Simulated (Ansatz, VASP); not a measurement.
# InSe (InSe monolayer (from P-6m2)): VASP beside Ansatz, part 2 of 2

Aim: how closely do two programs agree when they are given the same cell, functional and k mesh? Of the first pair: The structure shown is the start of the Ansatz relaxation below; VASP solves that cell, so the two are compared at the walk's first step.

VASP 6.6.1 and Ansatz 0.2.0.

So far. Step 4 (Side by side): The forces differ by 11 meV/Å r.m.s., which is 20.0 % of the r.m.s. force of 0.056 eV/Å (both taken over all components). With vacuum in the cell, a pressure given here is an average over mostly empty space and none of the material.

## Step 5: Ansatz: relaxation, PBEsol with D3(BJ)

Level of this step: Ansatz beside VASP: Kohn-Sham DFT, plane waves, PBEsol with D3(BJ) (Ansatz).

This run makes the geometry at which the two programs are then compared.

The structure compared here is the end of the Ansatz relaxation.

File input.yaml:

```yaml
crystal:
  lattice:
    - [4.047329, 0.0, 0.0]
    - [-2.023665, 3.50509, 0.0]
    - [0.0, 0.0, 29.307875]
  atoms:
    - { symbol: In, position: [0.0, 0.0, 0.5476703] }
    - { symbol: In, position: [0.0, 0.0, 0.4523297] }
    - { symbol: Se, position: [0.6666667, 0.3333333, 0.5905537] }
    - { symbol: Se, position: [0.6666667, 0.3333333, 0.4094463] }
  periodic: [true, true, false]
basis:
  ecutwfc: 420
  xc_grid: 2
hamiltonian:
  xc: pbesol
  dispersion: d3bj
kpoints:
  mp_grid: { grid: [9, 9, 1] }
scf:
  occupations: { method: fermi_dirac, width: 0.02 }
  max_iter: 60
relax:
  f_tol: 0.005
  max_steps: 60
  cell: {}
output:
  forces: true
checkpoint:
  write: "../cell.run"
  compress: false
  write_wavefunctions: false
  write_every: 100000
```

Launch:

```sh
ansatz run input.yaml --threads 8 --pin off --max-ram 15073MiB --backend cpu --events-out ev --progress --plain --runs-dir out
```

Numbers of over 12 decimals in the logs are rounded to 6 here.

What it wrote:

```text
[...]
Crystal: 4 atoms, lattice volume = 488.230 Å³
Basis set: ecut = 420 eV, 9547 PW (Γ), exchange–correlation on 60×60×480 points (8 copies of the dense FFT grid, shifted against one another)
Bands: 35, of which v1, the nominal top of the filled ones, is band 29 counted from 1 (28 counted from 0)
Symmetry: 12 space group operations
[...]
cell:  # Å, volume = 465.0737 Å³
    - [3.950181, 2.8174604441790386e-7, 0.0]
    - [-1.975091, 3.420957, 0.0]
    - [0.0, 0.0, 34.41574608155]
  atoms:
    - { symbol: In, position: [-7.401487051415874e-17, 3.700743525707937e-17, 0.465795] }
    - { symbol: In, position: [-7.401487051415874e-17, 3.700743525707937e-17, 0.385788] }
    - { symbol: Se, position: [0.666667, 0.333333, 0.503583] }
    - { symbol: Se, position: [0.666667, 0.333333, 0.348001] }
[key lines of the parts left out:]
SCF converged after 8 iterations
Free energy (F): -21901.939868 eV
Fermi energy:    -5.113054 eV
P = ½ c Tr σ = -0.0040 N/m
```

## Step 6: VASP: single point, PBEsol with D3(BJ), relaxed cell, pair 2

The same cell, functional, mesh and smearing now go to VASP, with its own data sets.

File INCAR:

```
SYSTEM = InSe
PREC = Accurate
ENCUT = 400
EDIFF = 1E-06
NELM = 120
ISMEAR = -1
SIGMA = 0.02
LREAL = .FALSE.
ALGO = Normal
GGA = PS
IVDW = 12
NBANDS = 25
LORBIT = 11
LWAVE = .FALSE.
LCHARG = .FALSE.
ISIF = 2
LDIPOL = .TRUE.
IDIPOL = 3
DIPOL = 0.5 0.5 0.426
LVHAR = .TRUE.
LASPH = .TRUE.
GGA_COMPAT = .FALSE.
EFERMI = MIDGAP
NELMDL = -8
```

File POSCAR:

```
InSe
1.0
    3.9501808235      0.0000002817      0.0000000000
   -1.9750906558      3.4209568019      0.0000000000
    0.0000000000      0.0000000000     34.4157460816
In Se
2 2
Direct
    0.0000000000      0.0000000000      0.4657954767
    0.0000000000      0.0000000000      0.3857878344
    0.6666666667      0.3333333333      0.5035825041
    0.6666666667      0.3333333333      0.3480008069
```

File KPOINTS:

```
Automatic mesh
0
Gamma
9 9 1
0 0 0
```

Potentials, in the order of the species: In_d and Se (PBE family, release 64).

Launch:

```sh
mpirun -np 1 vasp_std
```

What it wrote:

```text
[banner, memory and clock lines left out]
running    1 mpi-ranks, on    1 nodes
[...]
[... a notice as in an earlier step ...]

 LDA part: xc-table for (Slater+PW92), standard interpolation
 POSCAR, INCAR and KPOINTS ok, starting setup
[...]
entering main loop
       N       E                     dE             d eps       ncg     rms          rms(c)
DAV:   1     0.272576062544E+03    0.27258E+03   -0.13411E+04   720   0.950E+02
DAV:   2     0.139903795060E+02   -0.25859E+03   -0.25476E+03   725   0.275E+02
DAV:   3    -0.151040655789E+02   -0.29094E+02   -0.28932E+02   769   0.116E+02
DAV:   4    -0.160006999952E+02   -0.89663E+00   -0.89547E+00   774   0.254E+01
[...]
DAV:  23    -0.155473585374E+02   -0.48270E-05   -0.18543E-07   475   0.129E-03    0.457E-04
DAV:  24    -0.155473607121E+02   -0.21747E-05   -0.51032E-08   490   0.115E-03    0.199E-04
DAV:  25    -0.155473617063E+02   -0.99425E-06   -0.18617E-08   418   0.559E-04
   1 F= -.16381389E+02 E0= -.16381389E+02  d E =-.302459E-21
```

OUTCAR, selected parts (step 6):

```text
 Edisp (eV)   -0.83403

  Total       0.02702     0.02702     0.00801    -0.00000     0.00000     0.00000
  in kB       0.09310     0.09310     0.02758    -0.00000     0.00000     0.00000
  external pressure =        0.07 kB  Pullay stress =        0.00 kB

 POSITION                                       TOTAL-FORCE (eV/Angst)
 -----------------------------------------------------------------------------------
      0.00000      0.00000     16.03070        -0.000000     -0.000000     -0.021577
      0.00000      0.00000     13.27718         0.000000     -0.000000      0.021577
      1.97509      1.14032     17.33117        -0.000000      0.000000      0.021423
      1.97509      1.14032     11.97671         0.000000      0.000000     -0.021423
 -----------------------------------------------------------------------------------
    total drift:                               -0.000000      0.000000     -0.000134

  FREE ENERGIE OF THE ION-ELECTRON SYSTEM (eV)
  ---------------------------------------------------
  free  energy   TOTEN  =       -16.3813894261 eV

  energy  without entropy=      -16.3813894261  energy(sigma->0) =      -16.38138943

[... 1 part as in an earlier step ...]

[... 2 further parts left out ...]
[key lines of the parts left out:]
E-fermi :  -2.8331
```

## Step 7: Comparison

What differs besides the data sets and the points named for the pairs above, as far as they apply: the data sets hold 58 valence electrons in Ansatz (on its default PAW (the set named soft_2) files) and 38 in VASP. Total energies have different zeros and are not compared.

Compared:

```csv
quantity,Ansatz,VASP,difference
gap on the k mesh (eV),1.841,1.830,+0.010
```

At this near-relaxed geometry the largest component of a force difference is 21 meV/Å. A gap on the mesh is an upper bound, since the band edges may lie between its points. With vacuum in the cell, a pressure given here is an average over mostly empty space and none of the material.

## Step 8: Outcome

- r.m.s. force difference (single point, PBEsol with D3(BJ), start cell, pair 1): 11 meV/Å
- difference in gap on the k mesh (single point, PBEsol with D3(BJ), relaxed cell, pair 2): 0.010 eV
- r.m.s. force difference (single point, PBEsol with D3(BJ), relaxed cell, pair 2): 12 meV/Å

What this shows: The r.m.s. force difference is 12 meV/Å (single point, PBEsol with D3(BJ), relaxed cell, pair 2), at about the 12 meV/Å picked in this series as the mark of a large difference. The data sets hold unlike numbers of valence electrons (58 in Ansatz and 38 in VASP), so part of the differences comes from the potentials. Such differences can come from data sets, numerical settings and the points named under the comparisons, not from the functional's error against experiment.

[Lines on the potential files, build, host, timing and source positions are cut from VASP's logs without a mark.]

[Logs are printed without paths, hosts, clocks, repeated set-up lines and the standing remarks that a program may print on its own settings, such as how far it seeks lower states.]

[Hosts, paths, dates, database ids (printed as entryN), source tags and the programs' standing remarks are cut or masked in the printed files.]
